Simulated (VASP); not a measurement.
Consider the following.

```yaml
crystal:
  lattice:
    - [3.95302, 0.00000, 0.00000]
    - [0.00000, 3.95302, 0.00000]
    - [0.00000, 0.00000, 4.12499]
  atoms:
    - { symbol: B, position: [0.00000, 0.00000, 0.00000] }
    - { symbol: B, position: [0.50000, 0.50000, 0.00000] }
    - { symbol: N, position: [0.25000, 0.25000, 0.20904] }
    - { symbol: N, position: [0.75000, 0.75000, 0.20904] }
    - { symbol: N, position: [0.75000, 0.25000, 0.79096] }
    - { symbol: N, position: [0.25000, 0.75000, 0.79096] }
    - { symbol: Al, position: [0.50000, 0.00000, 0.50000] }
    - { symbol: Al, position: [0.00000, 0.50000, 0.50000] }
```

Computed with PBEsol GGA, VASP's PBE PAW potentials (set 64) (plane waves; VASP). Run with 520 eV cut-off, 6×6×6 Γ-centred mesh, tetrahedra with Blöchl corrections, potentials B N Al.

Problem. Estimate the energy per atom (σ→0), band gap (on the k-mesh) with the smallest direct gap where there is one.

Solution. 
```
Property                                     Result
-----------------------------------  --------------
band gap (on the k-mesh)                    2.92 eV
smallest direct gap (on the k-mesh)         2.92 eV
energy per atom (σ→0)                -8.154 eV/atom
```

The absolute energy has meaning only against runs of the same code, potentials and settings.

The structure was generated: Al2B2N4 was put into an ordered model structure (P-4m2), which need not be its known phase. It was relaxed first.
